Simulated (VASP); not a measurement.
Consider the following.

```yaml
crystal:
  lattice:
    - [0.00000, 2.91506, 2.91506]
    - [2.91506, 0.00000, 2.91506]
    - [2.91506, 2.91506, 0.00000]
  atoms:
    - { symbol: Ag, position: [0.00000, 0.00000, 0.00000] }
    - { symbol: Cl, position: [0.50000, 0.50000, 0.50000] }
```

Calculation: revPBE GGA, VASP's PBE PAW potentials (set 64) (plane waves; VASP). Run with 520 eV cut-off, 8×8×8 Γ-centred mesh, Gaussian smearing of 0.050 eV, potentials Ag Cl.

Q: Give the stress tensor in GPa (positive for a compressed cell).

A: 
```
-1.68   0.00   0.00
 0.00  -1.68   0.00
 0.00   0.00  -1.68
```
The pressure is its mean diagonal, -1.68 GPa.

The compound is AgCl in the rock salt structure. This cell is one point of a volume scan, at 1.06 of the reference volume.
